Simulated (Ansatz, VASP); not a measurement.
# C (undercooled, nearly rigid carbon at 5000 K) in two plane-wave programs

One calculation is typed for both programs; each brings its own data sets. How far apart do they land? The cell is taken from a series of runs on this material, whose earlier steps may have relaxed, scaled, displaced or heated it; both programs get it as it stands.

Program: Ansatz 0.2.0. Level of theory: plane waves, with VASP 6.6.1 beside it; single point at PBE. Results are calculated unless marked as measured.

## Step 1: The structure

The cell holds 123 atoms: 123 C. Cell: a = 11.085 Å, b = 11.085 Å, c = 11.085 Å, α = 90.0°, β = 90.0°, γ = 90.0°. As first built, before any earlier steps moved the atoms (in the runner's words): 123 atoms (123 C) placed at random at 1.8 g/cm^3, melted at 6000 K for 10 ps at fixed volume with the LCBOP (Los and Fasolino, Phys. Rev. B 68, 024107 (2003)). Snapshot at the end of a hold of 5 ps at 5000 K and fixed volume.

## Step 2: VASP: single point, PBE

With cell and atoms fixed, the geometry can't cause a difference; cores, projectors, grids and the points listed under the comparison can.

Lines of VASP's logs that name or quote its potential files are left out, and so is its time.

INCAR

```
SYSTEM = C
PREC = Accurate
ENCUT = 600
EDIFF = 1E-06
NELM = 120
ISMEAR = 0
SIGMA = 0.025
LREAL = Auto
ALGO = Normal
GGA = PE
NBANDS = 336
LORBIT = 11
LWAVE = .FALSE.
LCHARG = .FALSE.
ISIF = 2
LASPH = .TRUE.
GGA_COMPAT = .FALSE.
NCORE = 4
```

POSCAR

```
C
1.0
   11.0851000000      0.0000000000      0.0000000000
    0.0000000000     11.0851000000      0.0000000000
    0.0000000000      0.0000000000     11.0851000000
C
123
Direct
    0.5685000000      0.0558800000      0.2152900000
    0.6363000000      0.6098000000      0.0359200000
    0.2999400000      0.3590700000      0.3822300000
    0.2256200000      0.0738900000      0.9841300000
    0.7204300000      0.5411500000      0.3160900000
    0.0299300000      0.9651800000      0.4836900000
    0.7322100000      0.3033500000      0.3730000000
    0.3151100000      0.4566600000      0.3096800000
    0.4332600000      0.1413600000      0.8937000000
    0.8468700000      0.4688700000      0.6322400000
    0.2729200000      0.8129000000      0.3414100000
    0.6353200000      0.7182700000      0.4076300000
    0.9755300000      0.3905200000      0.4643300000
    0.6238900000      0.7023400000      0.9217000000
    0.1999000000      0.6700900000      0.8615800000
    0.8929800000      0.9686400000      0.9429300000
    0.2775600000      0.4729000000      0.6926800000
    0.1105300000      0.0056400000      0.5790700000
    0.7375100000      0.6767500000      0.8550500000
    0.2533700000      0.0646500000      0.7731000000
    0.2006400000      0.7771800000      0.9496900000
    0.1278900000      0.5316100000      0.2863800000
    0.3024900000      0.5267000000      0.0275900000
    0.1313000000      0.0140400000      0.8056800000
    0.5049800000      0.5562500000      0.7714000000
    0.7611600000      0.0844700000      0.3074300000
    0.9576000000      0.0226500000      0.2113600000
    0.4695800000      0.1147400000      0.1268600000
    0.6803100000      0.1582000000      0.6369900000
    0.3000600000      0.0953600000      0.6637600000
[... 87 atom lines left out ...]
    0.9913700000      0.7944900000      0.2168100000
    0.3709400000      0.5303100000      0.7689000000
    0.8129500000      0.0550600000      0.4457000000
    0.0718400000      0.9649600000      0.6989400000
    0.2669000000      0.6953800000      0.2909200000
    0.8837000000      0.6155800000      0.2038100000
```

KPOINTS

```
Automatic mesh
0
Gamma
1 1 1
0 0 0
```

The projector-augmented-wave data sets are C (PBE family, release 64).

Run with:

```sh
> mpirun -np 16 vasp_gam
```

Numbers of over 12 decimals in the logs are rounded to 6 here.

Output:

```text
[banner, memory and clock lines left out]
running   16 mpi-ranks, on    1 nodes
[...]
LDA part: xc-table for (Slater+PW92), standard interpolation
 POSCAR, INCAR and KPOINTS ok, starting setup
[...]
entering main loop
       N       E                     dE             d eps       ncg     rms          rms(c)
DAV:   1     0.376949251705E+04    0.37695E+04   -0.29808E+05   672   0.159E+03
DAV:   2    -0.678446415140E+03   -0.44479E+04   -0.42068E+04   832   0.340E+02
DAV:   3    -0.106223547242E+04   -0.38379E+03   -0.37171E+03   816   0.977E+01
DAV:   4    -0.107624922364E+04   -0.14014E+02   -0.13876E+02   848   0.196E+01
[...]
DAV:  19    -0.101933379882E+04    0.15689E-04   -0.20863E-05   736   0.854E-03    0.639E-03
DAV:  20    -0.101933379566E+04    0.31620E-05   -0.48569E-06   664   0.413E-03    0.314E-03
DAV:  21    -0.101933379555E+04    0.10860E-06   -0.10450E-06   480   0.213E-03
   1 F= -.10193338E+04 E0= -.10193325E+04  d E =-.255919E-02
```

Parts of OUTCAR (step 2):

```text
  FREE ENERGIE OF THE ION-ELECTRON SYSTEM (eV)
  ---------------------------------------------------
  free  energy   TOTEN  =     -1019.3337955513 eV

  energy  without entropy=    -1019.3312363597  energy(sigma->0) =    -1019.33251596
```

The run ends at a pressure of -11.40 GPa, with forces up to 8.1 eV/Å.

## Step 3: Ansatz: single point, PBE

Ansatz runs on its default PAW (the set named soft_2) files.

The same cell, functional, mesh and smearing now go to Ansatz, which takes its cutoff from its data sets.

input.yaml

```yaml
crystal:
  lattice:
    - [11.0851, 0.0, 0.0]
    - [0.0, 11.0851, 0.0]
    - [0.0, 0.0, 11.0851]
  atoms:
    - { symbol: C, position: [0.5685, 0.05588, 0.21529] }
    - { symbol: C, position: [0.6363, 0.6098, 0.03592] }
    - { symbol: C, position: [0.29994, 0.35907, 0.38223] }
    - { symbol: C, position: [0.22562, 0.07389, 0.98413] }
    - { symbol: C, position: [0.72043, 0.54115, 0.31609] }
    - { symbol: C, position: [0.02993, 0.96518, 0.48369] }
    - { symbol: C, position: [0.73221, 0.30335, 0.373] }
    - { symbol: C, position: [0.31511, 0.45666, 0.30968] }
    - { symbol: C, position: [0.43326, 0.14136, 0.8937] }
    - { symbol: C, position: [0.84687, 0.46887, 0.63224] }
    - { symbol: C, position: [0.27292, 0.8129, 0.34141] }
    - { symbol: C, position: [0.63532, 0.71827, 0.40763] }
    - { symbol: C, position: [0.97553, 0.39052, 0.46433] }
    - { symbol: C, position: [0.62389, 0.70234, 0.9217] }
    - { symbol: C, position: [0.1999, 0.67009, 0.86158] }
    - { symbol: C, position: [0.89298, 0.96864, 0.94293] }
    - { symbol: C, position: [0.27756, 0.4729, 0.69268] }
    - { symbol: C, position: [0.11053, 0.00564, 0.57907] }
    - { symbol: C, position: [0.73751, 0.67675, 0.85505] }
    - { symbol: C, position: [0.25337, 0.06465, 0.7731] }
    - { symbol: C, position: [0.20064, 0.77718, 0.94969] }
    - { symbol: C, position: [0.12789, 0.53161, 0.28638] }
    - { symbol: C, position: [0.30249, 0.5267, 0.02759] }
    - { symbol: C, position: [0.1313, 0.01404, 0.80568] }
    - { symbol: C, position: [0.50498, 0.55625, 0.7714] }
    - { symbol: C, position: [0.76116, 0.08447, 0.30743] }
    - { symbol: C, position: [0.9576, 0.02265, 0.21136] }
    - { symbol: C, position: [0.46958, 0.11474, 0.12686] }
    - { symbol: C, position: [0.68031, 0.1582, 0.63699] }
    - { symbol: C, position: [0.30006, 0.09536, 0.66376] }
[... 87 atom lines left out ...]
    - { symbol: C, position: [0.99137, 0.79449, 0.21681] }
    - { symbol: C, position: [0.37094, 0.53031, 0.7689] }
    - { symbol: C, position: [0.81295, 0.05506, 0.4457] }
    - { symbol: C, position: [0.07184, 0.96496, 0.69894] }
    - { symbol: C, position: [0.2669, 0.69538, 0.29092] }
    - { symbol: C, position: [0.8837, 0.61558, 0.20381] }
kpoints:
  mp_grid: { grid: [1, 1, 1] }
hamiltonian:
  xc: pbe
scf:
  occupations: { method: gaussian, width: 0.025 }
output:
  forces: true
  stress: true
  populations: true
  dos:
    method: { smearing: { sigma: 0.08 } }
    de: 0.1
    projected: { site_lists: { C: [C] } }
  eigenvalues: true
  write_density: true
  write_potential: true
  volumetric_format: npy
  elf: true
```

Run with:

```sh
> ansatz run input.yaml --threads 4 --pin off --max-ram 8192MiB --backend cpu --events-out ev --progress --plain --runs-dir out
```

Output:

```text
Engine: ansatz 0.2.0, aarch64-unknown-linux-gnu
Pseudopotentials: kind: paw
Pseudopotential: C, paw, valence charge 4, recommended cutoff 420 eV (normal), C.paw.azcp
Functional definition: PBE
  parameter kappa = 0.804
  parameter beta = 0.066725
  exchange = pbe_x(kappa = kappa, mu = beta*pi^2/3)
  correlation = pbe_c(beta = beta)
Crystal: 123 atoms, lattice volume = 1362.131 Å³
Basis set: ecut = 420 eV, 26745 PW (Γ), exchange–correlation on 150×150×150 points (8 copies of the dense FFT grid, shifted against one another)
Bands: 369, of which v1, the nominal top of the filled ones, is band 246 counted from 1 (245 counted from 0)
Symmetry: 1 space group operations
Space group: P1 (ITA 1), of the structure as read, at distance tolerance 1.1e-4 Å
k-points: 1
Non-local potential: C, projectors of the file, l = 0: 2, l = 1: 2, l = 2: 1
PAW form: soft (Blöchl's): semilocal exchange-correlation on the pseudo side does not see the compensation charge
PAW one-centre angular grid: C, 110 points (default); XC on 64 Gauss nodes
Initial density: superposition of atomic densities (neutral atoms: chi_scale 0, normalization atom), corrected by the library's trained network
Initial wavefunctions: pseudopotential atomic-orbital guess
Functional: x = pbe(κ = 0.804, μ = 0.219515), c = pbe(β = 0.066725)
SCF iter   1: F=—  HF=-30750.687282 eV  |F-HF|=—  |Δ(HF+E_count)|=         —  Δρ=1.39e-2  dr2=5.56e0  ethr=1.77e-3  ⟨swp⟩=6.0  Hψ=1628  notcnv=0  defer=86
preconditioner: auto → Resta (q_TF=auto, 2.302 Å⁻¹)  ε∞=3.7  [insulator: Δε(μ)=0.169 eV  Ē_g=13.512 eV  σ=0.025 eV  W_gap=1.00  n_scr=256 (ndim 8)  ℏωp=22.3 eV  f_vac=0.171  D(μ)=0.00/eV (n_scr^D=0)  ε∞_Penn≈3.7  vacuum switching on, ρ_ref=1.3e-2 e/Å³]
SCF iter   2: F=—  HF=-30750.714978 eV  |F-HF|=—  |Δ(HF+E_count)|=   2.77e-2  Δρ=1.43e-2  dr2=9.86e0  ethr=1.13e-3  ⟨swp⟩=3.0  Hψ=595  notcnv=0  defer=113
preconditioner: auto → LDOS  [insulator: Δε(μ)=0.064 eV  Ē_g=13.515 eV  σ=0.025 eV  W_gap=0.93  n_scr=256 (ndim 8)  ℏωp=22.3 eV  f_vac=0.171  D(μ)=17.65/eV (n_scr^D=80)  ε∞_Penn≈3.7  β→1.0]
SCF iter   3: F=—  HF=-30750.002598 eV  |F-HF|=—  |Δ(HF+E_count)|=   7.12e-1  Δρ=3.64e-3  dr2=2.17e-1  ethr=1.13e-3  ⟨swp⟩=2.0  Hψ=287  notcnv=0  defer=113
SCF iter   4: F=—  HF=-30750.010423 eV  |F-HF|=—  |Δ(HF+E_count)|=   7.83e-3  Δρ=1.46e-3  dr2=7.62e-2  ethr=4.40e-5  ⟨swp⟩=2.0  Hψ=449  notcnv=0  defer=113
SCF iter   5: F=—  HF=-30750.006963 eV  |F-HF|=—  |Δ(HF+E_count)|=   3.46e-3  Δρ=4.82e-4  dr2=4.76e-3  ethr=1.55e-5  ⟨swp⟩=2.0  Hψ=444  notcnv=0  defer=113
SCF iter   6: F=—  HF=-30750.006649 eV  |F-HF|=—  |Δ(HF+E_count)|=   3.13e-4  Δρ=1.73e-4  dr2=4.77e-4  ethr=9.67e-7  ⟨swp⟩=2.0  Hψ=390  notcnv=0  defer=113
SCF iter   7: F=—  HF=-30750.006635 eV  |F-HF|=—  |Δ(HF+E_count)|=   1.47e-5  Δρ=7.65e-5  dr2=1.01e-4  ethr=9.69e-8  ⟨swp⟩=2.0  Hψ=484  notcnv=0  defer=113
SCF iter   8: F=—  HF=-30750.006644 eV  |F-HF|=—  |Δ(HF+E_count)|=   9.15e-6  Δρ=2.67e-5  dr2=1.12e-5  ethr=2.05e-8  ⟨swp⟩=2.0  Hψ=390  notcnv=0  defer=113
SCF iter   9: F=—  HF=-30750.004657 eV  |F-HF|=—  |Δ(HF+E_count)|=   1.99e-3  Δρ=1.17e-5  dr2=2.38e-6  ethr=2.27e-9  ⟨swp⟩=2.0  Hψ=557  notcnv=0  defer=113
SCF iter  10: F=—  HF=-30750.004657 eV  |F-HF|=—  |Δ(HF+E_count)|=   1.58e-7  Δρ=4.45e-6  dr2=3.50e-7  ethr=4.84e-10  ⟨swp⟩=2.0  Hψ=470  notcnv=0  defer=113
SCF iter  11: F=-30750.004657 eV  HF=-30750.004657 eV  |F-HF|=3.71e-8  |Δ(HF+E_count)|=   4.66e-9  Δρ=1.92e-6  dr2=6.30e-8  ethr=2.03e-11  ⟨swp⟩=26.0  Hψ=3529  notcnv=0
SCF 1 converged in 11 iterations: F = -30750.004657 eV  dr2 = 6.30e-8
  greatest PAW one-centre occupation: 0.705 electrons in one spin orbital (limit 2), on the C atom at site 45 (counted from 0), in its partial waves of l = 0
[...]
atom  85  C      4.16027189     0.77183196    -2.82672068
  atom  86  C     -1.42897902     1.69865637    -1.45095089
  atom  87  C      0.44080089     0.16852252    -2.00554470
  atom  88  C      0.84993779     0.08019842     0.47331819
  atom  89  C     -1.96344014     1.32293896     4.50502230
  atom  90  C      0.81132682     0.01210125     0.72653365
  atom  91  C      0.14986368    -0.50257812     0.50542473
  atom  92  C     -0.55060555    -0.67990056    -1.71121818
  atom  93  C     -1.54811339     1.87159728    -1.24197908
  atom  94  C      2.24899985     2.07628666     3.43812646
  atom  95  C      2.31356038     1.35656878     4.33894087
  atom  96  C      3.27968336     1.57888756     0.26762077
  atom  97  C      1.99800543    -1.44604503    -0.00424618
  atom  98  C      2.62812676     0.16630288    -1.62103375
  atom  99  C      0.92027175     0.16869477    -2.50382203
  atom 100  C     -0.37219596    -1.37068702    -1.33718570
  atom 101  C     -1.95172327    -1.77312308     2.22625029
  atom 102  C      1.29556360    -0.98911353    -1.27294203
  atom 103  C     -0.51554494    -0.04228791    -2.11663453
  atom 104  C     -4.04191886     2.49534807     2.70110452
  atom 105  C     -0.50882347     0.47155459    -0.67277970
  atom 106  C     -0.62464418     2.05488021    -1.73111956
  atom 107  C      3.36109460     4.43574690     4.57701575
  atom 108  C     -1.60563515    -0.31544459    -0.33280182
[...]
atom 116  C      0.72084284     0.40210045     1.47032673
  atom 117  C      1.01602046    -0.55142027    -2.70202081
  atom 118  C     -0.93510417    -1.25127360    -1.94806497
  atom 119  C      1.07498825    -0.05438557     1.12504074
  atom 120  C     -1.18191615     0.84406593    -5.97056781
  atom 121  C     -1.15184293    -1.81363894     0.63240791
  atom 122  C      1.07521671     2.63569413    -2.15774286
  atom 123  C      0.77367490     0.10524658    -0.55743191
  max |Σ_I F_I| component: 6.84e-5 eV/Å
--- Stress (GPa, compression-positive) ---
      -13.977573       1.115689       3.702323
        1.115688     -10.778609      -0.741832
        3.702323      -0.741832      -9.341641
  P = ⅓ Tr σ = -11.3659 GPa (-113.659 kbar)
--- Band table (eV) ---
  k-point 0: bands = [... 242 lower, 4.2495, 4.3523, 4.3813, 4.4540, 4.5315, 4.6852, 4.8477, 4.9121, ... 119 higher]
--- Löwdin populations: 123 sites ---
  site symbol       q [e]
     0      C      3.9500
     1      C      3.9772
     2      C      3.9962
     3      C      3.9736
     4      C      3.9570
     5      C      3.9375
     6      C      3.9800
     7      C      3.9405
     8      C      3.9662
     9      C      3.9690
    10      C      3.9138
    11      C      3.9520
    12      C      3.9671
    13      C      3.9278
    14      C      3.9661
    15      C      3.9787
    16      C      3.9671
    17      C      3.9791
    18      C      3.9168
    19      C      3.9539
    20      C      3.9867
    21      C      3.9043
    22      C      4.0026
    23      C      3.9683
[...]
115      C      3.9614
   116      C      3.9524
   117      C      3.9993
   118      C      3.9808
   119      C      3.9749
   120      C      3.9656
   121      C      3.8967
   122      C      3.9649
  spilling = 0.009322 (of n_electrons = 492.000000)
```

## Step 4: Side by side

Known differences besides the potentials themselves: the cutoff is 420 eV in Ansatz and 600 eV in VASP (PREC = Accurate, projectors in real space). Total energies have different zeros and are not compared.

Both answers:

```tsv
quantity	Ansatz	VASP	difference
pressure (GPa)	-11.37	-11.40	+0.04
gap on the k mesh (eV)	0.078	0.077	0.000
```

Forces on 9 of the 123 atoms, those with the largest forces and the largest differences (eV/Å; atoms numbered as in POSCAR):

```tsv
atom	Ansatz x, y, z	VASP x, y, z
C40	2.808, 6.989, 2.826	2.833, 7.025, 2.836
C42	-2.048, -2.884, -4.631	-2.051, -2.893, -4.661
C51	5.565, -0.586, 0.132	5.585, -0.603, 0.106
C80	1.856, 2.688, 4.232	1.863, 2.714, 4.236
C89	-1.963, 1.323, 4.505	-2.001, 1.353, 4.576
C104	-4.042, 2.495, 2.701	-4.059, 2.499, 2.705
C107	3.361, 4.436, 4.577	3.378, 4.437, 4.596
C120	-1.182, 0.844, -5.971	-1.184, 0.859, -6.058
C122	1.075, 2.636, -2.158	1.064, 2.580, -2.135
```

The forces differ by 18 meV/Å r.m.s., which is 1.0 % of the r.m.s. force of 1.804 eV/Å (both taken over all components). A gap on the mesh is an upper bound, since the band edges may lie between its points.

## Step 5: What came out

```json
{
  "r.m.s. force difference (single point, PBE)": "0.97 % of the r.m.s. force"
}
```

What this shows: The r.m.s. force difference is 0.97 % of the r.m.s. force (single point, PBE), within the 3 % picked in this series as the mark of a large difference. Such differences can come from data sets, numerical settings and the points named under the comparisons, not from the functional's error against experiment.

[Lines on the potential files, build, host, timing and source positions are cut from VASP's logs without a mark.]

[Logs are printed without paths, hosts, clocks, repeated set-up lines and the standing remarks that a program may print on its own settings, such as how far it seeks lower states.]

[Hosts, paths, dates, database ids (printed as entryN), source tags and the programs' standing remarks are cut or masked in the printed files.]
